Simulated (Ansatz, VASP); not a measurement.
# MgS (Niningerite) in two plane-wave programs, part 2 of 2

Aim: how closely do two programs agree when they are given the same cell, functional and k mesh? The cell is taken from a series of runs on this material, whose earlier steps may have relaxed, scaled, displaced or heated it; both programs get it as it stands.

VASP 6.6.1 and Ansatz 0.2.0.

So far: The starting structure; VASP: relaxation of cell and atoms, PBE; Ansatz: relaxation of cell and atoms, PBE; Comparison.

**5. Ansatz: zone-centre phonons, PBE, pair 2**

Level of this step: Ansatz beside VASP: Kohn-Sham DFT, plane waves, PBE (Ansatz).

Second derivatives magnify differences that forces hide, and they need a tight electronic threshold.

The cell is taken from a series of runs on this material, whose earlier steps may have relaxed, scaled, displaced or heated it; both programs get it as it stands.

Contents of input.yaml:

```yaml
crystal:
  lattice:
    - [0.0, 2.6148576574, 2.6148576574]
    - [2.6148576574, 0.0, 2.6148576574]
    - [2.6148576574, 2.6148576574, 0.0]
  atoms:
    - { symbol: Mg, position: [0.0, 0.0, 0.0] }
    - { symbol: S, position: [0.5, 0.5, 0.5] }
kpoints:
  mp_grid: { grid: [8, 8, 8] }
hamiltonian:
  xc: pbe
scf:
  occupations: { method: fixed }
output:
  eigenvalues: true
phonons:
  method: dfpt
  dielectric: true
  rigid_motions: translations
```

The run is started by

```sh
> ansatz run input.yaml --threads 4 --pin off --max-ram 7168MiB --backend cpu --events-out ev --progress --plain --runs-dir out
```

Numbers of over 12 decimals in the logs are rounded to 6 here.

What it wrote:

```text
[...]
Crystal: 2 atoms, lattice volume = 35.758 Å³
Basis set: ecut = 420 eV, 725 PW (Γ), exchange–correlation on 50×50×50 points (8 copies of the dense FFT grid, shifted against one another)
Bands: 12, of which v1, the nominal top of the filled ones, is band 8 counted from 1 (7 counted from 0)
Symmetry: 48 space group operations
k-points: 59 of 512 (irreducible under 8 space group operations, time reversal used)
[...]
optical modes at Γ + LO–TO along q̂ = [1.0000, 0.0000, 0.0000]:
      ω (cm⁻¹)  modes    IR ((D/Å)²/amu)
[...]
optical modes at Γ + LO–TO along q̂ = [0.0000, 1.0000, 0.0000]:
      ω (cm⁻¹)  modes    IR ((D/Å)²/amu)
        223.73      2            18.3606
        388.83      1             9.1803
  optical modes at Γ + LO–TO along q̂ = [0.0000, 0.0000, 1.0000]:
      ω (cm⁻¹)  modes    IR ((D/Å)²/amu)
        223.73      2            18.3606
        388.83      1             9.1803
[key lines of the parts left out:]
SCF converged after 9 iterations
Free energy (F): -2828.748763 eV
Fermi energy:    6.214756 eV
```

**6. VASP: zone-centre phonons, PBE, pair 2**

The same cell, functional and mesh now go to VASP, with its own data sets.

Contents of INCAR:

```
SYSTEM = MgS
PREC = Accurate
ENCUT = 600
EDIFF = 1E-08
NELM = 120
ISMEAR = 0
SIGMA = 0.01
LREAL = .FALSE.
ALGO = Normal
GGA = PE
NBANDS = 10
LORBIT = 11
LWAVE = .FALSE.
LCHARG = .FALSE.
ISIF = 2
IBRION = 8
LEPSILON = .TRUE.
LASPH = .TRUE.
GGA_COMPAT = .FALSE.
EFERMI = MIDGAP
KPAR = 2
```

Contents of POSCAR:

```
MgS
1.0
    0.0000000000      2.6148576574      2.6148576574
    2.6148576574      0.0000000000      2.6148576574
    2.6148576574      2.6148576574      0.0000000000
Mg S
1 1
Direct
    0.0000000000      0.0000000000      0.0000000000
    0.5000000000      0.5000000000      0.5000000000
```

Contents of KPOINTS:

```
Automatic mesh
0
Gamma
8 8 8
0 0 0
```

PAW data sets: Mg and S (PBE family, release 64).

The run is started by

```sh
> mpirun -np 2 vasp_std
```

What it wrote:

```text
[... set-up lines as in an earlier step ...]
 entering main loop
       N       E                     dE             d eps       ncg     rms          rms(c)
DAV:   1     0.276601853211E+02    0.27660E+02   -0.41175E+03   580   0.755E+02
DAV:   2    -0.717962426743E+01   -0.34840E+02   -0.32934E+02   746   0.108E+02
DAV:   3    -0.890369468064E+01   -0.17241E+01   -0.17204E+01   714   0.279E+01
DAV:   4    -0.891520207098E+01   -0.11507E-01   -0.11506E-01   698   0.267E+00
[...]
DAV:  14    -0.850327478101E+01    0.40887E-07   -0.40890E-09   342   0.323E-04    0.777E-04
DAV:  15    -0.850327479383E+01   -0.12818E-07   -0.12485E-09   332   0.171E-04    0.997E-05
DAV:  16    -0.850327479492E+01   -0.10898E-08   -0.77986E-11   326   0.630E-05
   1 F= -.85032748E+01 E0= -.85032748E+01  d E =0.000000E+00
 Linear response reoptimize wavefunctions to high precision
DAV:   1    -0.850327479533E+01   -0.41445E-09   -0.95407E-12   340   0.177E-05
DAV:   2    -0.850327479533E+01   -0.28422E-12   -0.37211E-12   320   0.643E-06
 Linear response G [H, r] |phi>, progress :
  Direction:   1
[...]
RMM:  10    -0.169932869388E-02   -0.14322E-08    0.17526E-10  2145   0.810E-06    0.157E-06
 first order change of Fermi-energy  -0.24932E-04
 force on displaced ion       1 direction 1 :  -2.546   0.000   0.000
 Born effective charge ion    1 direction 1 :   2.337   0.000   0.000
 Linear response progress:
  Degree of freedom:   2/  2
       N       E                     dE             d eps       ncg     rms          rms(c)
RMM:   1    -0.105109387315E+00   -0.10511E+00    0.37927E-02  2542   0.216E+00
RMM:   2    -0.105425749249E+00   -0.31636E-03   -0.10505E-03  1847   0.228E-01    0.104E-01
RMM:   3    -0.106116960134E+00   -0.69121E-03   -0.15584E-04  1761   0.680E-02    0.521E-02
RMM:   4    -0.106903347392E+00   -0.78639E-03   -0.10845E-04  1809   0.539E-02    0.166E-02
[...]
RMM:  11    -0.106989675348E+00    0.17520E-07   -0.72219E-08  2073   0.204E-05    0.100E-05
RMM:  12    -0.106989725783E+00   -0.50434E-07   -0.55122E-08  2050   0.179E-05    0.166E-06
RMM:  13    -0.106989730824E+00   -0.50416E-08    0.13313E-08  1806   0.149E-05    0.472E-07
 first order change of Fermi-energy   0.87026E-03
 force on displaced ion       2 direction 1 :  -2.544   0.000   0.000
 Born effective charge ion    2 direction 1 :  -2.347   0.000   0.000
 Born effective charges drift removed
 Linear response finished
```

OUTCAR, selected parts (step 6):

```text
  Total       -0.0593538     -0.0593538     -0.0593538     -0.0000000     -0.0000000      0.0000000
  in kB       -2.6594080     -2.6594080     -2.6594080     -0.0000000     -0.0000000      0.0000000
  external PRESSURE =      -2.6594080 kB  Pullay stress =       0.0000000 kB

 POSITION                                       TOTAL-FORCE (eV/Angst)
 -----------------------------------------------------------------------------------
      0.00000      0.00000      0.00000         0.000000     -0.000000     -0.000000
      2.61486      2.61486      2.61486        -0.000000      0.000000      0.000000
 -----------------------------------------------------------------------------------
    total drift:                               -0.000000     -0.000000      0.000000

 MACROSCOPIC STATIC DIELECTRIC TENSOR (including local field effects in DFT)
 ------------------------------------------------------
           5.410724    -0.000000    -0.000000
           0.000000     5.410724     0.000000
          -0.000000    -0.000000     5.410724
 ------------------------------------------------------

 MACROSCOPIC STATIC DIELECTRIC TENSOR IONIC CONTRIBUTION
 ------------------------------------------------------
          10.904004     0.000000    -0.000000
           0.000000    10.904004    -0.000000
          -0.000000    -0.000000    10.904004
 ------------------------------------------------------

[... 1 part as in an earlier step ...]

[... 1 further part left out ...]
```

**7. Side by side**

What differs besides the data sets and the points named for the pairs above, as far as they apply: VASP's response is taken on the typed mesh, Ansatz refines its own for the field response alone; the data sets hold 16 valence electrons in Ansatz (on its default PAW (the set named soft_2) files) and 8 in VASP. Total energies have different zeros and are not compared.

Both answers:

```tsv
quantity	Ansatz	VASP	difference
ε∞ xx	5.41	5.41	+0.07 %
ε∞ yy	5.41	5.41	+0.07 %
ε∞ zz	5.41	5.41	+0.07 %
Born charge of Mg1 (mean of the diagonal) (e)	2.35	2.34	0.00
Born charge of S2 (mean of the diagonal) (e)	-2.35	-2.34	0.00
optical mode 1 to 3 (cm⁻¹)	223.7	223.7	-0.01 %
```

Modes are paired by rising frequency, not by their patterns, so a pair may set unlike modes beside each other; they are those without the splitting of longitudinal modes.

**8. VASP: zone-centre phonons, PBE, pair 3**

Second derivatives magnify differences that forces hide, and they need a tight electronic threshold.

INCAR is that of step 6.

POSCAR is that of step 6.

KPOINTS is that of step 6.

The run is started by

```sh
> mpirun -np 2 vasp_std
```

What it wrote:

```text
[... set-up lines as in an earlier step ...]
 entering main loop
       N       E                     dE             d eps       ncg     rms          rms(c)
[... 16 cycles as in an earlier step ...]
   1 F= -.85032748E+01 E0= -.85032748E+01  d E =0.000000E+00
 Linear response reoptimize wavefunctions to high precision
[... 2 cycles as in an earlier step ...]
 Linear response G [H, r] |phi>, progress :
  Direction:   1
       N       E                     dE             d eps       ncg     rms
[... 12 cycles as in an earlier step ...]
 Linear response G [H, r] |phi>, progress :
  Direction:   2
       N       E                     dE             d eps       ncg     rms
[... 12 cycles as in an earlier step ...]
 Linear response G [H, r] |phi>, progress :
  Direction:   3
       N       E                     dE             d eps       ncg     rms
[... 5 cycles as in an earlier step ...]
[...]
[... 4 cycles as in an earlier step ...]
 Linear response to external field (no local field effect), progress :
  Direction:   1
[...]
dielectric tensor                  component  2 :     1.549     5.411    -0.160
 Linear response to external field, progress :
  Direction:   3
       N       E                     dE             d eps       ncg     rms          rms(c)
[... 13 cycles as in an earlier step ...]
 change of polarisation eV/A/(eV/A) component  3 :     0.048     0.210     0.872
 dielectric tensor                  component  3 :     0.243     1.062     5.411
 Linear response DOF=           2
 Linear response progress:
  Degree of freedom:   1/  2
       N       E                     dE             d eps       ncg     rms          rms(c)
[... 10 cycles as in an earlier step ...]
 first order change of Fermi-energy  -0.24932E-04
 force on displaced ion       1 direction 1 :  -2.546   0.000   0.000
 Born effective charge ion    1 direction 1 :   2.337   0.000   0.000
 Linear response progress:
  Degree of freedom:   2/  2
       N       E                     dE             d eps       ncg     rms          rms(c)
[... 13 cycles as in an earlier step ...]
 first order change of Fermi-energy   0.87026E-03
 force on displaced ion       2 direction 1 :  -2.544   0.000   0.000
 Born effective charge ion    2 direction 1 :  -2.347   0.000   0.000
 Born effective charges drift removed
 Linear response finished
```

From OUTCAR (step 8):

```text
[... 6 parts as in an earlier step ...]
```

**9. Ansatz: zone-centre phonons, PBE, pair 3**

The same cell, functional and mesh now go to Ansatz.

The cell is taken from a series of runs on this material, whose earlier steps may have relaxed, scaled, displaced or heated it; both programs get it as it stands.

input.yaml, the sections that differ from step 5:

```yaml
phonons:
  method: dfpt
  qmesh: [2, 2, 2]
  temperatures: { t_max: 1000, t_step: 50 }
  qpath:
    path:
      - [[0.0, 0.0, 0.0], [0.5, 0.0, 0.5], [0.625, 0.25, 0.625]]
      - [[0.375, 0.375, 0.75], [0.0, 0.0, 0.0], [0.5, 0.5, 0.5], [0.5, 0.25, 0.75], [0.5, 0.0, 0.5]]
    npoints: 10
basis:
  ecutwfc: 360
# crystal, kpoints, hamiltonian, scf, output: as in step 5
```

The run is started by

```sh
> ansatz run input.yaml --threads 4 --pin off --max-ram 7168MiB --backend cpu --events-out ev --progress --plain --runs-dir out
```

What it wrote:

```text
Warning: basis.ecutwfc = 360 eV is below the records' recommended 420 eV, and the density's cutoff is lower with it unless basis.ecutrho_ratio is high enough to keep the records' density cutoff: compare with a run at a higher cutoff
[...]
Crystal: 2 atoms, lattice volume = 35.758 Å³
Basis set: ecut = 360 eV, 537 PW (Γ), exchange–correlation on 48×48×48 points (8 copies of the dense FFT grid, shifted against one another)
[...]
largest difference from the sums on the solved wave vectors: F 4.87e-2 eV, S 8.12e-5 and C_V 3.21e-5 eV/K
  zero-point energy: 0.080302 eV/cell   skipped modes (ω ≤ 0): 3   left out of the sums: 6.25e-5 of the cell's modes: C_V's classical limit lies that fraction below 3 k_B per atom; for a crystal, a wire or a layer, F and S can be off by more, and a phonons.interpolated_qmesh denser along its periods is the remedy for the sampling
[key lines of the parts left out:]
SCF converged after 7 iterations
Free energy (F): -2828.747662 eV
Fermi energy:    6.214825 eV
```

**10. Side by side**

What differs besides the data sets and the points named for the pairs above, as far as they apply: VASP's run holds the zone centre alone; the data sets hold 16 valence electrons in Ansatz (on its default PAW (the set named soft_2) files) and 8 in VASP; the cutoff is 360 eV in Ansatz and 600 eV in VASP; Ansatz's log warns that its cutoff lies below the recommended one. Total energies have different zeros and are not compared.

Compared:

```tsv
quantity	Ansatz	VASP	difference
ε∞ xx	5.39	5.41	-0.30 %
ε∞ yy	5.39	5.41	-0.30 %
ε∞ zz	5.39	5.41	-0.30 %
Born charge of Mg1 (mean of the diagonal) (e)	2.35	2.34	0.00
Born charge of S2 (mean of the diagonal) (e)	-2.35	-2.34	0.00
optical mode 1 to 3 (cm⁻¹)	223.8	223.7	+0.01 %
```

Modes are paired by rising frequency, not by their patterns, so a pair may set unlike modes beside each other; they are those without the splitting of longitudinal modes.

**11. Summary of results**

```yaml
difference_in_volume_relaxation_of_cell_and_atoms_pbe: 0.36 %
r_m_s_difference_of_the_optical_zone_centre_modes_each_program_s_sorted_by_frequency_zone_centre_phonons_pbe_pair_2: 0.019 cm⁻¹
r_m_s_difference_of_the_optical_zone_centre_modes_each_program_s_sorted_by_frequency_zone_centre_phonons_pbe_pair_3: 0.031 cm⁻¹
```

**Reading.** The difference in volume is 0.36 % (relaxation of cell and atoms, PBE), within the 1.2 % picked in this series as the mark of a large difference, as far as the stopping tolerances let one tell. The data sets hold unlike numbers of valence electrons (16 in Ansatz and 8 in VASP), so part of the differences comes from the potentials. Such differences can come from data sets, numerical settings and the points named under the comparisons, not from the functional's error against experiment.

[Lines on the potential files, build, host, timing and source positions are cut from VASP's logs without a mark.]

[Logs are printed without paths, hosts, clocks, repeated set-up lines and the standing remarks that a program may print on its own settings, such as how far it seeks lower states.]

[Hosts, paths, dates, database ids (printed as entryN), source tags and the programs' standing remarks are cut or masked in the printed files.]
